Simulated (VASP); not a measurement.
Computed with PBE GGA, VASP's PBE PAW potentials (set 64) (plane waves; VASP).

Input for VASP

POSCAR:
```
Pt
1
    0.0000000000     1.9992000000     1.9992000000
    1.9992000000     0.0000000000     1.9992000000
    1.9992000000     1.9992000000     0.0000000000
Pt
1
Direct
  0.0000000000   0.0000000000   0.0000000000
```

### INCAR
```
SYSTEM = Pt
PREC = Accurate
ENCUT = 350
EDIFF = 1E-6
NELM = 100
ALGO = Normal
LREAL = .FALSE.
LASPH = .TRUE.
ISMEAR = 1
SIGMA = 0.1
GGA = PE
LMAXMIX = 6
LWAVE = .FALSE.
LCHARG = .FALSE.
ISIF = 2
```

**KPOINTS**
```
Automatic mesh
0
gamma
14 14 14
```

POTCAR, in this order: Pt (PBE.64 set). Program: vasp_std.

Output of the run:

OSZICAR:
```
       N       E                     dE             d eps       ncg     rms          rms(c)
DAV:   1     0.186063372413E+02    0.18606E+02   -0.42973E+03  2304   0.713E+02
DAV:   2    -0.626579652395E+01   -0.24872E+02   -0.23630E+02  1999   0.138E+02
DAV:   3    -0.647898202042E+01   -0.21319E+00   -0.20248E+00  2239   0.121E+01
DAV:   4    -0.647967952492E+01   -0.69750E-03   -0.69749E-03  2084   0.735E-01
DAV:   5    -0.647968504910E+01   -0.55242E-05   -0.55233E-05  2187   0.616E-02    0.108E+01
DAV:   6    -0.613397442119E+01    0.34571E+00   -0.99334E-01  1915   0.884E+00    0.573E+00
DAV:   7    -0.610088349310E+01    0.33091E-01   -0.13425E-01  2029   0.317E+00    0.242E+00
DAV:   8    -0.609783219134E+01    0.30513E-02   -0.34562E-03  2001   0.551E-01    0.445E-01
DAV:   9    -0.609771548196E+01    0.11671E-03   -0.43657E-05  1979   0.688E-02    0.211E-02
DAV:  10    -0.609771999293E+01   -0.45110E-05   -0.18917E-06  2153   0.133E-02    0.384E-03
DAV:  11    -0.609771999951E+01   -0.65861E-08   -0.37718E-08   999   0.185E-03
   1 F= -.60977200E+01 E0= -.60978483E+01  d E =0.384863E-03
```

**OUTCAR**
```
------------------------ aborting loop because EDIFF is reached ----------------------------------------
  FORCE on cell =-STRESS in cart. coord.  units (eV):
  Direction    XX          YY          ZZ          XY          YZ          ZX
  --------------------------------------------------------------------------------------
  Total       -0.6298743     -0.6298743     -0.6298743      0.0000000      0.0000000     -0.0000000
  in kB      -63.1488939    -63.1488939    -63.1488939      0.0000000      0.0000000     -0.0000000
  external PRESSURE =     -63.1488939 kB  Pullay stress =       0.0000000 kB
  volume of cell :       15.98
      direct lattice vectors                 reciprocal lattice vectors
     0.000000000  1.999200000  1.999200000    -0.250100040  0.250100040  0.250100040
     1.999200000  0.000000000  1.999200000     0.250100040 -0.250100040  0.250100040
     1.999200000  1.999200000  0.000000000     0.250100040  0.250100040 -0.250100040
 POSITION                                       TOTAL-FORCE (eV/Angst)
 -----------------------------------------------------------------------------------
      0.00000      0.00000      0.00000         0.000000      0.000000      0.000000
 -----------------------------------------------------------------------------------
    total drift:                                0.000000     -0.000000     -0.000000
  FREE ENERGIE OF THE ION-ELECTRON SYSTEM (eV)
  ---------------------------------------------------
  free  energy   TOTEN  =        -6.0977199995 eV

  energy  without entropy=       -6.0981048626  energy(sigma->0) =       -6.09784829
```
(Selected blocks of OUTCAR.)

The compound is Pt in the fcc structure. The cell was not relaxed at this level. The run is one of a series of settings (ENCUT = 350 against the base run), some of them coarse on purpose.
